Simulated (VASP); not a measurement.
# A VASP study of W2CN (PBE + rVV10): structure first, properties next, part 3 of 5

Aim: relax W2CN, then compute properties on the relaxed cell. The cell is invented: it takes the structure of a Materials Project entry for Zr2CN (space group 166 there), with some of its atoms replaced by other elements, volume scaled by an estimate. It may not be a known or stable phase.

VASP 6.6.1, plane waves and PAW; the level of theory is named at each step.

Still holding for the runs below: This run has no spin polarisation, although W can carry a moment. Its electron count is odd, so without a moment it is a metal by construction.

So far. Step 2 (Rough relaxation of the start cell): It ends with a largest force of 0.010 eV/Å and a pressure of -0.15 GPa. Step 3 (Relaxing cell and atoms (PBE + rVV10)): It ends with a largest force of 0.003 eV/Å and a pressure of -0.05 GPa. The relaxed cell has a = 2.905, c = 17.020 Å (conventional setting).

### Step 4. Single point with fields (PBE + rVV10)

Level of this step: PBE with rVV10, no spin polarisation; plane waves and PAW (W, N, C); invented cell (VASP).

The relaxed cell gets a fresh self-consistent run, on a basis set for its own volume, to fix the density and to check the remaining stress.

The input, INCAR:

```
SYSTEM = W2CN
PREC = Accurate
ENCUT = 520
EDIFF = 1E-06
NELM = 100
ISMEAR = -1
SIGMA = 0.05
LREAL = .FALSE.
ALGO = Normal
GGA = PE
LUSE_VDW = .TRUE.
IVDW_NL = 2
BPARAM = 10
CPARAM = 0.0093
LASPH = .TRUE.
NBANDS = 16
LORBIT = 11
LWAVE = .FALSE.
LCHARG = .TRUE.
ISIF = 2
LELF = .TRUE.
LVHAR = .TRUE.
```

The input, POSCAR:

```
W2CN
1.0
    1.4527387960      0.8387394557      5.6733830770
   -1.4527387960      0.8387394557      5.6733830770
    0.0000000000     -1.6774781074      5.6733830846
W N C
2 1 1
Direct
    0.7468982251      0.7468982251      0.7468982244
    0.2531017749      0.2531017749      0.2531017756
    0.5000000000      0.5000000000      0.5000000000
    0.0000000000      0.0000000000      0.0000000000
```

The input, KPOINTS:

```
Automatic mesh
0
Gamma
9 9 9
0 0 0
```

The projector-augmented-wave data sets are W, N and C (PBE family, release 64).

On the command line:

```sh
$ mpirun -np 2 vasp_std
```

The program printed:

```text
[banner, memory and clock lines left out]
running    2 mpi-ranks, on    1 nodes
 distrk:  each k-point on    2 cores,    1 groups
 distr:  one band on    1 cores,    2 groups

 POSCAR found type information on POSCAR W N C
 POSCAR found :  3 types and       4 ions
 [... a notice as in an earlier step ...]

 LDA part: xc-table for (Slater+PW92), standard interpolation
 POSCAR, INCAR and KPOINTS ok, starting setup
 FFT: planning ... GRIDC
 FFT: planning ... GRID_SOFT
 FFT: planning ... GRID
 WAVECAR not read
 entering main loop
       N       E                     dE             d eps       ncg     rms          rms(c)
Total rVV10 correction in eV:      0.3699698    30.4038355
DAV:   1     0.850796718621E+02    0.85080E+02   -0.10219E+04  2720   0.121E+03
DAV:   2    -0.401792097103E+02   -0.12526E+03   -0.12122E+03  3528   0.305E+02
DAV:   3    -0.487115534157E+02   -0.85323E+01   -0.82812E+01  4016   0.657E+01
DAV:   4    -0.488487628259E+02   -0.13721E+00   -0.13712E+00  3056   0.952E+00
DAV:   5    -0.488516911544E+02   -0.29283E-02   -0.29280E-02  3936   0.117E+00    0.450E+01
Total rVV10 correction in eV:      0.3714115    30.4038355
DAV:   6    -0.424886866593E+02    0.63630E+01   -0.36434E+01  3664   0.374E+01    0.157E+01
Total rVV10 correction in eV:      0.3529628    30.4038355
DAV:   7    -0.422255835144E+02    0.26310E+00   -0.23279E+00  3448   0.123E+01    0.110E+01
Total rVV10 correction in eV:      0.3425808    30.4038355
DAV:   8    -0.421473884674E+02    0.78195E-01   -0.35092E-01  3912   0.498E+00    0.822E-01
Total rVV10 correction in eV:      0.3440272    30.4038355
DAV:   9    -0.421399350743E+02    0.74534E-02   -0.50135E-02  3616   0.172E+00    0.271E-01
Total rVV10 correction in eV:      0.3453220    30.4038355
DAV:  10    -0.421398062294E+02    0.12884E-03   -0.82750E-03  3936   0.641E-01    0.142E-01
Total rVV10 correction in eV:      0.3459330    30.4038355
DAV:  11    -0.421396370522E+02    0.16918E-03   -0.12703E-03  3856   0.254E-01    0.118E-01
Total rVV10 correction in eV:      0.3459933    30.4038355
DAV:  12    -0.421396433094E+02   -0.62573E-05   -0.12563E-04  3224   0.929E-02    0.269E-02
Total rVV10 correction in eV:      0.3459592    30.4038355
DAV:  13    -0.421396366281E+02    0.66813E-05   -0.20964E-05  3960   0.303E-02    0.635E-03
Total rVV10 correction in eV:      0.3459880    30.4038355
DAV:  14    -0.421396364714E+02    0.15669E-06   -0.75024E-07  1752   0.702E-03
Total rVV10 correction in eV:      0.3459749    30.4038355
Total rVV10 correction in eV:      0.3459792    30.4038355
   1 F= -.42139636E+02 E0= -.42130983E+02  d E =-.173075E-01
```

It took 92 s on 2 MPI ranks of Intel Xeon 6975P-C (Granite Rapids), shared host; peak memory 0.87 GiB; 3 min of CPU time.

Parts of OUTCAR (step 4):

```text
  LATTYP: Found a trigonal (rhomboedric) cell.
 ALAT       =     5.9161819971
 COS(alpha) =     0.8794070106

The static configuration has the point symmetry D_3d.

 Found     85 irreducible k-points:

   ENCUT  =  520.0 eV  38.22 Ry    6.18 a.u.  11.00 11.00 11.00*2*pi/ulx,y,z

   NELECT =      21.0000    total number of electrons

 E-fermi :   9.5659

 k-point     1 :       0.0000    0.0000    0.0000
  band No.  band energies     occupation
    ...
      9       7.5196      2.00000
     10       8.0292      2.00000
     11       8.0292      2.00000
     12       9.4404      1.84957
     13       9.4404      1.84957
     14      10.2717      0.00000
     15      10.2717      0.00000
     16      10.6700      0.00000

 k-point     2 :       0.1111   -0.0000    0.0000
  band No.  band energies     occupation
    ...
      7       5.4949      2.00000
      8       6.5244      2.00000
      9       7.0153      2.00000
     10       7.9699      2.00000
     11       8.1751      2.00000
     12       9.9101      0.00205
     13       9.9499      0.00092
     14      10.3408      0.00000
     15      10.6317      0.00000
     16      11.3889      0.00000

  Total       -0.0287503     -0.0287503      0.0326941      0.0000000      0.0000000      0.0000000
  in kB       -1.1105667     -1.1105668      1.2629111      0.0000000      0.0000001      0.0000000
  external PRESSURE =      -0.3194075 kB  Pullay stress =       0.0000000 kB

 POSITION                                       TOTAL-FORCE (eV/Angst)
 -----------------------------------------------------------------------------------
      0.00000      0.00000     12.71232        -0.000000      0.000000      0.003197
      0.00000      0.00000      4.30783        -0.000000     -0.000000     -0.003197
      0.00000      0.00000      8.51007        -0.000000     -0.000000      0.000000
      0.00000      0.00000      0.00000         0.000000     -0.000000      0.000000
 -----------------------------------------------------------------------------------
    total drift:                               -0.000000     -0.000000     -0.000000

  FREE ENERGIE OF THE ION-ELECTRON SYSTEM (eV)
  ---------------------------------------------------
  free  energy   TOTEN  =       -42.1396364714 eV

  energy  without entropy=      -42.1223289663  energy(sigma->0) =      -42.13098272

 total charge
# of ion       s       p       d       tot
------------------------------------------
    1        0.563   0.722   4.319   5.604
    2        0.563   0.722   4.319   5.604
    3        1.232   2.476   0.000   3.709
    4        0.860   1.607   0.000   2.467
--------------------------------------------------
tot          3.218   5.528   8.639  17.385

[... 4 parts as in an earlier step ...]

[... 7 further parts left out ...]
```

This step gave:

| Property | Result |
| --- | --- |
| SCF cycles | 14 |
| pressure | -0.03194 GPa |

Valence electrons inside each PAW sphere by angular momentum. Sphere charges, by row:

| atom | s (e) | p (e) | d (e) | tot (e) |
| --- | --- | --- | --- | --- |
| W1 | 0.563 | 0.722 | 4.319 | 5.604 |
| W2 | 0.563 | 0.722 | 4.319 | 5.604 |
| N3 | 1.232 | 2.476 | 0 | 3.709 |
| C4 | 0.86 | 1.607 | 0 | 2.467 |

ELF in the ac plane of the cell as run, not the conventional one, at fractional y = 0.000, with atoms of C within 0.2 Å of it. It is the smooth field of the valence electrons, not physical close to the nuclei.

Ten even steps from '_' (0.05) to '@' (0.77), each cell a mean:
```
..::%%##==--::........::--++%%%%
%%++**@@**--::..........::--++##
##@@@@@@@@++::......::....::--==
--++%%@@@@##--..____..::::..::--
::--==**%%%%++::..____..::......
..::::::==++++--....____..::....
....::....::----::....____......
........__....::--::::..........
........____....::====--::::::..
......::..____..::==**##++--::::
::....::::..____..::**@@@@##==--
==--::..::::..__..::==%%@@@@@@**
##++--::..........::::++@@%%##@@
%%%%++--::........::::--##@@==--
..%%%%==--::........::--==##%%..
```
Columns run along a (5.9 Å), rows up along c (5.9 Å). Atoms in or near the plane, at fractional coordinates: C at (0.00, 0.00).

Valence density in the ac plane of the cell as run, not the conventional one, at fractional y = 0.000, with atoms of C within 0.2 Å of it. It is the smooth field of the valence electrons, not physical close to the nuclei.

Values in e/Å³, 15 rows by 16 columns, each cell a mean:
```
1.6 1.6 1.2 0.6 0.4 0.3 0.3 0.2 0.2 0.2 0.2 0.2 0.3 0.4 0.6 1.3
1.2 1.6 1.6 1.1 0.6 0.4 0.4 0.4 0.3 0.2 0.2 0.2 0.2 0.2 0.3 0.6
0.5 1.0 1.3 1.2 0.8 0.5 0.5 0.5 0.5 0.3 0.3 0.2 0.2 0.2 0.2 0.3
0.4 0.5 0.7 0.9 0.8 0.6 0.5 0.5 0.6 0.5 0.4 0.3 0.2 0.2 0.2 0.3
0.3 0.4 0.5 0.6 0.6 0.5 0.4 0.4 0.6 0.6 0.5 0.4 0.3 0.2 0.2 0.2
0.2 0.4 0.5 0.5 0.5 0.4 0.4 0.3 0.4 0.6 0.6 0.5 0.4 0.3 0.2 0.2
0.2 0.3 0.4 0.5 0.5 0.4 0.3 0.3 0.3 0.4 0.6 0.6 0.5 0.4 0.2 0.2
0.2 0.2 0.3 0.5 0.6 0.6 0.4 0.3 0.3 0.3 0.4 0.5 0.6 0.5 0.3 0.2
0.2 0.2 0.3 0.4 0.5 0.6 0.6 0.4 0.3 0.3 0.4 0.4 0.5 0.5 0.4 0.3
0.2 0.2 0.2 0.3 0.4 0.5 0.6 0.6 0.4 0.4 0.4 0.5 0.5 0.5 0.4 0.3
0.3 0.2 0.2 0.2 0.3 0.4 0.5 0.6 0.6 0.5 0.5 0.6 0.7 0.6 0.5 0.4
0.3 0.2 0.2 0.2 0.2 0.3 0.4 0.5 0.6 0.5 0.5 0.7 1.0 1.1 0.9 0.5
0.6 0.3 0.2 0.2 0.2 0.2 0.2 0.3 0.4 0.5 0.5 0.5 0.9 1.4 1.5 1.1
1.3 0.6 0.4 0.3 0.2 0.2 0.2 0.2 0.3 0.3 0.4 0.4 0.6 1.1 1.6 1.6
1.5 1.3 0.7 0.4 0.3 0.2 0.2 0.2 0.2 0.2 0.3 0.3 0.4 0.6 1.3 1.5
```
Columns run along a (5.9 Å), rows up along c (5.9 Å). Atoms in or near the plane, at fractional coordinates: C at (0.00, 0.00).

Electrostatic potential energy in the ac plane of the cell as run, not the conventional one, at fractional y = 0.000, with atoms of C within 0.2 Å of it. With pseudopotentials it is smooth inside the atoms' cores, unlike the true potential.

Values in eV, 15 rows by 16 columns, each cell a mean:
```
-26 -33 -27  -6  -6  -9  -8  -5  -1   0  -1  -3  -3  -2  -5 -28
-24 -42 -42 -18  -7 -11 -14 -13  -8  -3   0   0  -1  -2  -2  -4
 -4 -15 -33 -27  -9  -9 -15 -18 -17 -11  -4   0   0  -1  -2  -2
 -5  -6  -8 -11  -7  -6 -11 -18 -22 -20 -13  -5  -1   0  -1  -3
 -7 -10  -9  -7  -5  -3  -5 -13 -21 -24 -21 -14  -5  -1   0  -3
 -5 -11 -14 -13  -9  -4  -2  -5 -14 -21 -25 -22 -14  -5  -1  -1
 -2  -8 -15 -19 -17 -11  -4  -1  -5 -13 -21 -23 -20 -12  -4  -1
  0  -3 -11 -19 -22 -20 -13  -5  -1  -4 -12 -18 -20 -17 -10  -3
 -1  -1  -4 -13 -21 -24 -21 -14  -5  -1  -4 -10 -15 -17 -13  -7
 -4  -1  -1  -5 -14 -22 -25 -21 -13  -5  -2  -4  -8 -11 -12  -9
 -5  -2   0  -1  -5 -13 -21 -23 -20 -12  -5  -5  -7  -7  -7  -7
 -4  -2  -1   0   0  -4 -12 -18 -20 -17 -10  -7 -14 -21 -11  -5
 -4  -2  -1  -1   0   0  -3  -9 -15 -16 -13  -8 -12 -38 -40 -21
-27  -5  -2  -2  -2  -1   0  -2  -6 -11 -11  -9  -6 -22 -42 -35
-21 -28  -6  -3  -5  -4  -2  -1  -1  -3  -6  -7  -5  -6 -27 -25
```
Columns run along a (5.9 Å; values clipped at the 3rd and 97th percentile), rows up along c (5.9 Å). Atoms in or near the plane, at fractional coordinates: C at (0.00, 0.00).

In this run the pressure is -0.03 GPa, small enough to go on.

### Step 5. Band structure (PBE + rVV10)

Levels along the symmetry lines show where the bands peak and cross; KPOINTS_OPT computes them in the converged potential.

Edit INCAR of step 4 so:

```diff
@@ -15,8 +15,6 @@
 LASPH = .TRUE.
-NBANDS = 16
+NBANDS = 24
 LORBIT = 11
 LWAVE = .FALSE.
-LCHARG = .TRUE.
-ISIF = 2
-LELF = .TRUE.
-LVHAR = .TRUE.
+LCHARG = .FALSE.
+KPAR = 2
```

POSCAR is that of step 4.

KPOINTS is that of step 4.

The input, KPOINTS_OPT:

```
Line mode
16
Line-mode
Reciprocal
  0.00000000   0.00000000   0.00000000 GAMMA
  0.50000000   0.00000000   0.00000000 L

  0.50000000   0.00000000   0.00000000 L
  0.50000000   0.18123730  -0.18123730 B1

  0.81876270   0.50000000   0.18123730 B
  0.50000000   0.50000000   0.50000000 Z

  0.50000000   0.50000000   0.50000000 Z
  0.00000000   0.00000000   0.00000000 GAMMA

  0.00000000   0.00000000   0.00000000 GAMMA
  0.34061865   0.00000000  -0.34061865 X

  0.65938135   0.34061865   0.00000000 Q
  0.50000000   0.50000000   0.00000000 F

  0.50000000   0.50000000   0.00000000 F
  0.65938135   0.65938135   0.18123730 P1

  0.65938135   0.65938135   0.18123730 P1
  0.50000000   0.50000000   0.50000000 Z

  0.50000000   0.00000000   0.00000000 L
  0.81876270   0.34061865   0.34061865 P
```

On the command line:

```sh
$ mpirun -np 2 vasp_std
```

The program printed:

```text
[... set-up lines as in an earlier step ...]
 entering main loop
       N       E                     dE             d eps       ncg     rms          rms(c)
Total rVV10 correction in eV:      0.3699698    30.4038355
Total rVV10 correction in eV:      0.3699698    30.4038355
DAV:   1     0.707078351398E+02    0.70708E+02   -0.97255E+03  4080   0.806E+02
DAV:   2    -0.433923054038E+02   -0.11410E+03   -0.10632E+03  4936   0.220E+02
DAV:   3    -0.488107729837E+02   -0.54185E+01   -0.53418E+01  5000   0.418E+01
DAV:   4    -0.488515268443E+02   -0.40754E-01   -0.40723E-01  4576   0.436E+00
DAV:   5    -0.488517688495E+02   -0.24201E-03   -0.24200E-03  5112   0.296E-01    0.450E+01
Total rVV10 correction in eV:      0.3714203    30.4038355
Total rVV10 correction in eV:      0.3714203    30.4038355
DAV:   6    -0.424352496527E+02    0.64165E+01   -0.12032E+01  5768   0.249E+01    0.136E+01
Total rVV10 correction in eV:      0.3540849    30.4038355
Total rVV10 correction in eV:      0.3540849    30.4038355
DAV:   7    -0.422395902120E+02    0.19566E+00   -0.18138E+00  4520   0.909E+00    0.122E+01
Total rVV10 correction in eV:      0.3412129    30.4038355
Total rVV10 correction in eV:      0.3412129    30.4038355
DAV:   8    -0.421563220181E+02    0.83268E-01   -0.25573E-01  4816   0.371E+00    0.178E+00
Total rVV10 correction in eV:      0.3431266    30.4038355
Total rVV10 correction in eV:      0.3431266    30.4038355
DAV:   9    -0.421406008233E+02    0.15721E-01   -0.32313E-02  4896   0.148E+00    0.579E-01
Total rVV10 correction in eV:      0.3452123    30.4038355
Total rVV10 correction in eV:      0.3452123    30.4038355
DAV:  10    -0.421397103341E+02    0.89049E-03   -0.64323E-03  4696   0.432E-01    0.369E-01
Total rVV10 correction in eV:      0.3459253    30.4038355
Total rVV10 correction in eV:      0.3459253    30.4038355
DAV:  11    -0.421396582033E+02    0.52131E-04   -0.37149E-04  4952   0.117E-01    0.265E-02
Total rVV10 correction in eV:      0.3459299    30.4038355
Total rVV10 correction in eV:      0.3459299    30.4038355
DAV:  12    -0.421396433139E+02    0.14889E-04   -0.28065E-05  5128   0.456E-02    0.293E-02
Total rVV10 correction in eV:      0.3459736    30.4038355
Total rVV10 correction in eV:      0.3459736    30.4038355
DAV:  13    -0.421396363210E+02    0.69929E-05   -0.66931E-06  4552   0.127E-02    0.113E-02
Total rVV10 correction in eV:      0.3459829    30.4038355
Total rVV10 correction in eV:      0.3459829    30.4038355
DAV:  14    -0.421396367277E+02   -0.40668E-06   -0.19892E-07  2568   0.273E-03
Total rVV10 correction in eV:      0.3459768    30.4038355
Total rVV10 correction in eV:      0.3459768    30.4038355
Total rVV10 correction in eV:      0.3459789    30.4038355
Total rVV10 correction in eV:      0.3459789    30.4038355
   1 F= -.42139637E+02 E0= -.42130983E+02  d E =-.173075E-01
 Start KPOINTS_OPT (optional k-point list driver)
k-point batch [1-85\144]
       N       E                     dE             ncg
DAV:   1     0.146257630047E+05   -0.30932E+05     4080
DAV:   2     0.531469198491E+04   -0.93111E+04     4968
DAV:   3     0.490608402569E+04   -0.40861E+03     5024
DAV:   4     0.490320506851E+04   -0.28790E+01     4512
DAV:   5     0.490318668482E+04   -0.18384E-01     4992
DAV:   6     0.490318648103E+04   -0.20379E-03     4736
DAV:   7     0.490318647813E+04   -0.29039E-05     4264
DAV:   8     0.490318647802E+04   -0.10319E-06     3288
k-point batch [86-144\144]
       N       E                     dE             ncg
DAV:   1     0.226594467718E+05   -0.36230E+05     2832
DAV:   2     0.162400173987E+05   -0.64194E+04     3448
DAV:   3     0.159634456456E+05   -0.27657E+03     3480
DAV:   4     0.159615740928E+05   -0.18716E+01     3176
DAV:   5     0.159615607513E+05   -0.13342E-01     3520
DAV:   6     0.159615605823E+05   -0.16895E-03     3272
DAV:   7     0.159615605792E+05   -0.31342E-05     3040
DAV:   8     0.159615605791E+05   -0.10889E-06     2384
```

Run time: 3.6 min. Hardware: 2 MPI ranks; peak memory 1.5 GiB.

From OUTCAR (step 5):

```text
   k-points           NKPTS =     85   k-points in BZ     NKDIM =     85   number of bands    NBANDS=     24

   NELECT =      21.0000    total number of electrons

 E-fermi :   9.5659

 k-point     1 :       0.0000    0.0000    0.0000
  band No.  band energies     occupation
    ...
      9       7.5195      2.00000
     10       8.0292      2.00000
     11       8.0292      2.00000
     12       9.4404      1.84955
     13       9.4404      1.84955
     14      10.2716      0.00000
     15      10.2716      0.00000
     16      10.6699      0.00000
     17      13.7871      0.00000
     18      16.5200      0.00000
    ...

  Total       -0.0282087     -0.0282087      0.0331717      0.0000000      0.0000000      0.0000000
  in kB       -1.0896479     -1.0896481      1.2813566      0.0000000      0.0000001      0.0000000
  external PRESSURE =      -0.2993131 kB  Pullay stress =       0.0000000 kB

 POSITION                                       TOTAL-FORCE (eV/Angst)
 -----------------------------------------------------------------------------------
      0.00000      0.00000     12.71232         0.000000      0.000000      0.003002
      0.00000      0.00000      4.30783         0.000000     -0.000000     -0.003002
      0.00000      0.00000      8.51007        -0.000000     -0.000000     -0.000000
      0.00000      0.00000      0.00000         0.000000     -0.000000      0.000000
 -----------------------------------------------------------------------------------
    total drift:                               -0.000000     -0.000000     -0.000000

  FREE ENERGIE OF THE ION-ELECTRON SYSTEM (eV)
  ---------------------------------------------------
  free  energy   TOTEN  =       -42.1396367277 eV

  energy  without entropy=      -42.1223292622  energy(sigma->0) =      -42.13098299

[... 8 parts as in an earlier step ...]

[... 8 further parts left out ...]
```

Spin-orbit coupling is off here; with elements this heavy it splits and shifts levels by tenths of an eV or more.

This step gave:

* bands: 24
* pressure: -0.02993 GPa

Electronic bands along the path, in eV, zero at the Fermi level; # counts the bands kept, so #1 is VASP's band 3:

| point | #5 | #6 | #7 | #8 | #9 | #10 | #11 | #12 |
| --- | --- | --- | --- | --- | --- | --- | --- | --- |
| Γ | -3.19 | -2.05 | -2.05 | -1.54 | -1.54 | -0.13 | -0.13 | 0.71 |
| 0.53 of the way | -5.06 | -3.79 | -3.52 | -1.06 | -0.12 | 0.31 | 0.89 | 1.66 |
| L | -5.09 | -4.47 | -3.39 | -2.02 | 2.90 | 2.96 | 3.25 | 3.35 |
| 0.53 of the way | -6.03 | -5.83 | -1.31 | -0.50 | 1.20 | 1.58 | 2.09 | 2.48 |
| B1 | -6.25 | -5.91 | -0.74 | -0.48 | 0.62 | 1.10 | 1.79 | 1.90 |
| jump to B | -6.25 | -5.91 | -0.74 | -0.48 | 0.62 | 1.10 | 1.79 | 1.90 |
| 0.53 of the way | -4.98 | -4.54 | -2.01 | -1.80 | -0.18 | 0.08 | 1.52 | 1.75 |
| Z | -4.31 | -4.31 | -1.55 | -0.78 | -0.78 | -0.08 | -0.08 | 0.00 |
| 0.47 of the way | -3.31 | -3.31 | -2.12 | -1.10 | -1.10 | 0.30 | 0.30 | 0.49 |
| Γ | -3.19 | -2.05 | -2.05 | -1.54 | -1.54 | -0.13 | -0.13 | 0.71 |
| 0.47 of the way | -5.15 | -4.66 | -2.48 | -0.70 | -0.27 | 0.41 | 0.73 | 1.76 |
| X | -6.28 | -5.88 | -0.83 | -0.11 | 0.47 | 1.48 | 1.53 | 1.69 |
| jump to Q | -6.28 | -5.88 | -0.83 | -0.11 | 0.47 | 1.48 | 1.53 | 1.69 |
| 0.47 of the way | -5.91 | -4.99 | -2.53 | -0.43 | 0.86 | 1.83 | 1.88 | 3.00 |
| F | -5.70 | -3.83 | -2.51 | -0.73 | 0.87 | 1.72 | 2.76 | 3.20 |
| 0.47 of the way | -5.68 | -3.83 | -2.61 | -0.78 | 0.99 | 1.80 | 2.75 | 3.19 |
| P1 | -5.67 | -3.84 | -2.92 | -0.96 | 1.37 | 2.05 | 2.72 | 3.16 |
| 0.47 of the way | -5.36 | -3.33 | -3.15 | -0.58 | 0.01 | 0.23 | 0.77 | 1.09 |
| Z | -4.31 | -4.31 | -1.55 | -0.78 | -0.78 | -0.08 | -0.08 | 0.00 |
| jump to L | -5.09 | -4.47 | -3.39 | -2.02 | 2.90 | 2.96 | 3.25 | 3.35 |
| 0.47 of the way | -5.49 | -3.88 | -3.60 | -1.65 | 2.71 | 2.73 | 2.83 | 3.12 |
| P | -5.67 | -3.84 | -2.92 | -0.96 | 1.37 | 2.05 | 2.72 | 3.16 |

Of the projections kept (W, N, C), the largest for each band there; the rest of the weight can lie on other orbitals:

| point | #5 | #6 | #7 | #8 | #9 | #10 | #11 | #12 |
| --- | --- | --- | --- | --- | --- | --- | --- | --- |
| Γ | N 0.53 | W 1.00 | W 1.00 | N 0.55 | N 0.55 | W 1.00 | W 1.00 | W 0.93 |
| L | N 0.53 | W 0.66 | W 0.78 | W 0.81 | W 0.98 | W 0.96 | W 0.86 | W 0.90 |
| B1 | W 0.67 | W 0.70 | W 0.84 | W 0.87 | W 0.90 | W 0.91 | W 0.88 | W 0.83 |
| B | W 0.67 | W 0.70 | W 0.84 | W 0.87 | W 0.90 | W 0.91 | W 0.88 | W 0.83 |
| Z | W 0.75 | W 0.75 | W 0.71 | W 0.92 | W 0.92 | W 0.95 | W 0.95 | W 0.74 |
| Γ | N 0.53 | W 1.00 | W 1.00 | N 0.55 | N 0.55 | W 1.00 | W 1.00 | W 0.93 |

There is no gap at this level.

(Part 3 of 5 ends here.)

[Lines on the potential files, build, host, timing and source positions are cut from VASP's logs without a mark.]

[Logs are printed without paths, hosts, clocks, repeated set-up lines and the standing remarks that a program may print on its own settings, such as how far it seeks lower states.]

[Hosts, paths, dates, database ids (printed as entryN), source tags and the programs' standing remarks are cut or masked in the printed files.]

[A measured line is paired with the nearest computed mode of its activity, which favours agreement.]
